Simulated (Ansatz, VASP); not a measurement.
# Cross-check of Ga3Ni2 (Ga3Ni2 (P-3m1)) between VASP and Ansatz

Wanted: the spread between two codes on one cell, functional and k mesh. The cell is taken from a series of runs on this material, whose earlier steps may have relaxed, scaled, displaced or heated it; both programs get it as it stands.

Calculated with Ansatz 0.2.0; plane waves, with VASP 6.6.1 beside it; relaxation of cell and atoms at r2SCAN.

**1. Set-up**

It takes space group P-3m1 (No. 164, trigonal). Conventional cell: a = 4.011 Å, b = 4.011 Å, c = 4.865 Å, α = 90.00°, β = 90.00°, γ = 120.00°. Ga has 5 Ni at 2.42 to 2.55 Å and 3 Ga at 2.69 Å nearest. Ga has 6 Ni at 2.42 Å nearest. Nearest to Ni lie 8 Ga at 2.42 to 2.55 Å and 3 Ni at 2.70 Å. Farther neighbours are not listed.

**2. Ansatz: relaxation of cell and atoms, r2SCAN**

Ansatz runs on its PAW soft_1 files.

The relaxed volume is the usual yardstick between codes: in a stiff, nearly cubic crystal its relative difference is about their pressure difference at one cell divided by the bulk modulus.

File input.yaml:

```yaml
crystal:
  lattice:
    - [4.0108979, 0.0, 0.0]
    - [-2.0054489, 3.4735394, 0.0]
    - [0.0, 0.0, 4.864881]
  atoms:
    - { symbol: Ga, position: [0.66666667, 0.33333333, 0.36004051] }
    - { symbol: Ga, position: [0.33333333, 0.66666667, 0.63995949] }
    - { symbol: Ga, position: [0.0, 0.0, 0.0] }
    - { symbol: Ni, position: [0.66666667, 0.33333333, 0.85756033] }
    - { symbol: Ni, position: [0.33333333, 0.66666667, 0.14243967] }
basis:
  ecutwfc: 500
  xc_grid: 2
hamiltonian:
  xc: r2scan
  pseudopotentials: { kind: paw, azcp: { folder: soft_1 } }
kpoints:
  mp_grid: { grid: [11, 11, 8] }
scf:
  occupations: { method: fermi_dirac, width: 0.05 }
  max_iter: 150
output:
  forces: true
  stress: true
relax:
  f_tol: 0.01
  max_steps: 60
  cell: {}
checkpoint:
  write: "../r2scan.run"
  compress: false
  write_wavefunctions: false
  write_every: 100000
```

Started as:

```console
> ansatz run input.yaml --threads 4 --pin off --max-ram 6594MiB --backend cpu --events-out ev --progress --plain --runs-dir out
```

Numbers of over 12 decimals in the logs are rounded to 6 here.

Output:

```text
Engine: ansatz 0.2.0, aarch64-unknown-linux-gnu
Pseudopotentials: kind: paw
Pseudopotential: Ga, paw, valence charge 13, recommended cutoff 500 eV (meta_gga), soft_1/Ga.paw.azcp
Pseudopotential: Ni, paw, valence charge 18, recommended cutoff 500 eV (meta_gga), soft_1/Ni.paw.azcp
Functional definition: r2SCAN
  parameter k0 = 0.174
  parameter k1 = 0.065
  parameter a1 = 4.9479
  exchange = r2scan_x(k0 = k0, k1 = k1, a1 = a1)
  correlation = r2scan_c
Crystal: 5 atoms, lattice volume = 67.778 Å³
Basis set: ecut = 500 eV, 1751 PW (Γ), exchange–correlation on 60×60×72 points (8 copies of the dense FFT grid, shifted against one another)
Bands: 45, of which v1, the nominal top of the filled ones, is band 38 counted from 1 (37 counted from 0)
Symmetry: 12 space group operations
Space group: P-3m1 (ITA 164), of the structure as read, at distance tolerance 4.1e-5 Å
k-points: 110 of 968
Non-local potential: Ga, projectors of the file, l = 0: 2, l = 1: 2, l = 2: 3, l = 3: 1
Non-local potential: Ni, projectors of the file, l = 0: 3, l = 1: 2, l = 2: 3, l = 3: 1
PAW form: soft (Blöchl's): semilocal exchange-correlation on the pseudo side does not see the compensation charge
PAW frozen core: Ga, regenerated for the run's functional (the file was generated under x = pbe(κ = 0.804, μ = 0.219515), c = pbe(β = 0.066725))
PAW frozen core: Ni, regenerated for the run's functional (the file was generated under x = pbe(κ = 0.804, μ = 0.219515), c = pbe(β = 0.066725))
PAW one-centre angular grid: Ga, 590 points (default); XC on 160 Gauss nodes
PAW one-centre angular grid: Ni, 590 points (default); XC on 160 Gauss nodes
Initial density: superposition of atomic densities (chi_scale 0.1, normalization cell, long waves kept (reshape's long-wave potential 0.00 eV rms))
Initial wavefunctions: pseudopotential atomic-orbital guess
Functional: x = r2scan, c = r2scan; τ floored in thin density (d = 2e-4 eV/Å³)
SCF iter   1: F=—  HF=-23065.173975 eV  |F-HF|=—  |Δ(HF+E_count)|=         —  Δρ=1.39e-1  dr2=1.30e1  dr2_τ=2.38e-1  ethr=3.10e-3  ⟨swp⟩=6.0  Hψ=18120  notcnv=0  defer=1
preconditioner: auto → Kerker (q_TF=auto, 2.775 Å⁻¹)  [metal: Δε(μ)=0.011 eV  Ē_g=14.058 eV  σ=0.050 eV  W_gap=0.06  n_scr=22 (ndim 8)  ℏωp=34.6 eV  f_vac=0.001  D(μ)=1.08/eV (n_scr^D=2)]
SCF iter   2: F=—  HF=-23064.615106 eV  |F-HF|=—  |Δ(HF+E_count)|=   5.59e-1  Δρ=1.36e-1  dr2=5.84e0  dr2_τ=2.48e-2  ethr=3.10e-3  ⟨swp⟩=4.2  Hψ=11564  notcnv=0  defer=227
SCF iter   3: F=—  HF=-23063.729278 eV  |F-HF|=—  |Δ(HF+E_count)|=   8.86e-1  Δρ=4.19e-2  dr2=1.86e0  dr2_τ=6.85e-3  ethr=3.10e-3  ⟨swp⟩=3.1  Hψ=11156  notcnv=0  defer=216
SCF iter   4: F=—  HF=-23063.540100 eV  |F-HF|=—  |Δ(HF+E_count)|=   1.89e-1  Δρ=3.03e-2  dr2=3.56e-1  dr2_τ=1.82e-3  ethr=2.48e-3  ⟨swp⟩=2.0  Hψ=6439  notcnv=0  defer=226
SCF iter   5: F=—  HF=-23063.580438 eV  |F-HF|=—  |Δ(HF+E_count)|=   4.03e-2  Δρ=2.56e-2  dr2=2.64e-1  dr2_τ=2.80e-3  ethr=4.75e-4  ⟨swp⟩=2.2  Hψ=8493  notcnv=0  defer=226
SCF iter   6: F=—  HF=-23063.549601 eV  |F-HF|=—  |Δ(HF+E_count)|=   3.08e-2  Δρ=1.82e-2  dr2=1.71e-1  dr2_τ=4.65e-4  ethr=3.52e-4  ⟨swp⟩=3.3  Hψ=9244  notcnv=0  defer=226
SCF iter   7: F=—  HF=-23063.545755 eV  |F-HF|=—  |Δ(HF+E_count)|=   3.85e-3  Δρ=1.37e-2  dr2=9.56e-2  dr2_τ=1.06e-3  ethr=2.29e-4  ⟨swp⟩=2.0  Hψ=6281  notcnv=0  defer=220
SCF iter   8: F=—  HF=-23063.538356 eV  |F-HF|=—  |Δ(HF+E_count)|=   7.40e-3  Δρ=3.74e-3  dr2=7.11e-3  dr2_τ=1.24e-4  ethr=1.27e-4  ⟨swp⟩=2.0  Hψ=5358  notcnv=0  defer=220
SCF iter   9: F=—  HF=-23063.537822 eV  |F-HF|=—  |Δ(HF+E_count)|=   5.34e-4  Δρ=7.16e-4  dr2=2.54e-4  dr2_τ=3.23e-6  ethr=9.49e-6  ⟨swp⟩=1.3  Hψ=4827  notcnv=0  defer=220
SCF iter  10: F=—  HF=-23063.537822 eV  |F-HF|=—  |Δ(HF+E_count)|=   2.89e-7  Δρ=5.15e-5  dr2=1.57e-6  dr2_τ=3.64e-8  ethr=3.39e-7  ⟨swp⟩=2.0  Hψ=5644  notcnv=0  defer=220
SCF iter  11: F=—  HF=-23063.537811 eV  |F-HF|=—  |Δ(HF+E_count)|=   1.08e-5  Δρ=2.31e-5  dr2=1.94e-7  dr2_τ=2.70e-9  ethr=2.10e-9  ⟨swp⟩=2.0  Hψ=8726  notcnv=0  defer=220
SCF iter  12: F=-23063.537811 eV  HF=-23063.537811 eV  |F-HF|=8.15e-9  |Δ(HF+E_count)|=   2.72e-7  Δρ=5.57e-6  dr2=1.60e-8  dr2_τ=3.76e-10  ethr=1.33e-10  ⟨swp⟩=5.4  Hψ=20962  notcnv=0
SCF 1 converged in 12 iterations: F = -23063.537811 eV  dr2 = 1.60e-8
  greatest PAW one-centre occupation: 1.001 electrons in one spin orbital (limit 2), on the Ni atom at site 4 (counted from 0), in its partial waves of l = 1
relax step   1: F+E_penalty+E_count = -23063.53781105 eV  Δ(F+E_penalty+E_count) = +0.000e0 eV  max|allowed force component| = 4.350e-2 eV/Å  Δτ_max = 0.0000 Å  P = +0.328 GPa  Ω = 67.778 Å³  (12 SCF iters, dr2 threshold 1.00e-7 eV, accepted)
[...]
relax step   2: F+E_penalty+E_count = -23063.53831606 eV  Δ(F+E_penalty+E_count) = -5.050e-4 eV  max|allowed force component| = 1.946e-2 eV/Å  Δτ_max = 0.0019 Å  P = +0.110 GPa  Ω = 67.891 Å³  energy of the carried Pulay correction = -7.706e-5 eV  (5 SCF iters, dr2 threshold 5.00e-7 eV, accepted)
[...]
relax step   3: F+E_penalty+E_count = -23063.53842406 eV  Δ(F+E_penalty+E_count) = -1.080e-4 eV  max|allowed force component| = 4.754e-3 eV/Å  Δτ_max = 0.0013 Å  P = +0.002 GPa  Ω = 67.955 Å³  energy of the carried Pulay correction = -1.204e-4 eV  (6 SCF iters, dr2 threshold 1.31e-7 eV, accepted)
[...]
relax step   4: F+E_penalty+E_count = -23063.53854131 eV  Δ(F+E_penalty+E_count) = -1.173e-4 eV  max|allowed force component| = 4.767e-3 eV/Å  Δτ_max = 0.0000 Å  P = +0.004 GPa  Ω = 67.955 Å³  stress off target by 4.74e-3 GPa  SCF on the basis re-selected at this cell (its energy is not comparable with the rows above)  (6 SCF iters)
basis re-selected at this cell: Δ(F+E_penalty+E_count) = -1.173e-4 eV, ΔP = +0.002 GPa vs the last step (what re-selecting the basis moved, of the pressure what is left beyond the Pulay correction that the steps carried, after the strain that the cell walked since its last selection, with what the two solves' SCF thresholds leave and, on support functions, any second-order correction that the steps lacked; it is no m [...]
SCF converged after 6 iterations
Free energy (F): -23063.538541 eV
Harris-Foulkes:  -23063.538541 eV  (|F-HF|=1.46e-11)
Internal energy: -23063.528739 eV  (E = F + TS)
E sigma→0 (E₀):  -23063.533640 eV
Entropy (-TS):   -0.009802 eV (-1.960 meV/atom)
Fermi energy:    13.999504 eV
--- Per-component energies (eV) ---
  E_band       = -729.273617
  E_kinetic    = 1021.278503
  E_local      = -10429.262860  (includes V_loc(G=0)·N_el)
  E_nonlocal   = -501.087140
  E_hartree    = 6090.149661
  E_xc         = -392.489901
  E_vxc        = -498.602643  (∫ρ·V_xc dr)
  E_paw        = -9362.447957  (= ΣΔE_a)
  E_vpaw       = -2533.478865  (= ΣTr[D̂ρ^β])
  E_aug_tail   = 0.001061  (compensation charges beyond the density's cutoff)
  E_vtau       = 31.578593  (kinetic-family band-sum trace: ∫τ·v_τ [+ j·A + Jᵃ·Aᵃ] dr)
  E_ewald      = -9487.110775
  E_core_change = -2.559331  (= ΣΔE_core)
  E_smearing   = -0.009802  (= −TS)
  E_closure    = 0.000000  (closes the sum)
  Σ components = -23063.538541   (vs F -23063.538541, Δ=0.00e0)
--- Forces (eV/Å), atoms counted from 1 ---
  atom   1  Ga    -0.00000000     0.00000000     0.00053815
  atom   2  Ga     0.00000000    -0.00000000    -0.00053815
  atom   3  Ga     0.00000000     0.00000000     0.00000000
  atom   4  Ni     0.00000000    -0.00000000     0.00476656
  atom   5  Ni    -0.00000000     0.00000000    -0.00476656
  max |Σ_I F_I| component: 1.85e-17 eV/Å
--- Stress (GPa, compression-positive) ---
        0.003037       0.000000       0.000000
        0.000000       0.003037       0.000000
        0.000000       0.000000       0.004743
  P = ⅓ Tr σ = 0.0036 GPa (0.036 kbar)
--- Relaxed structure (3 steps of the walk, 3 accepted, 1 SCFs on fresh bases) ---
  F+E_penalty+E_count = -23063.53854131 eV   max|allowed force component| = 4.767e-3 eV/Å   (the final SCF, on the basis selected at the relaxed cell)
  cell:  # Å, volume = 67.9554 Å³
    - [4.019115, -2.8926651459169973e-8, 0]
    - [-2.009557, 3.480655, 0]
    - [0, 0, 4.857721]
  atoms:
    - { symbol: Ga, position: [0.666667, 0.333333, 0.359385] }
    - { symbol: Ga, position: [0.333333, 0.666667, 0.640615] }
    - { symbol: Ga, position: [0, 0, 0] }
    - { symbol: Ni, position: [0.666667, 0.333333, 0.857819] }
    - { symbol: Ni, position: [0.333333, 0.666667, 0.142181] }
```

The column dr2 measures how far the density is from self-consistency, as an energy; F and HF (Harris–Foulkes) agree once it is small.

(Continued in part 2 of 2.)

[Lines on the potential files, build, host, timing and source positions are cut from VASP's logs without a mark.]

[Logs are printed without paths, hosts, clocks, repeated set-up lines and the standing remarks that a program may print on its own settings, such as how far it seeks lower states.]

[Hosts, paths, dates, database ids (printed as entryN), source tags and the programs' standing remarks are cut or masked in the printed files.]
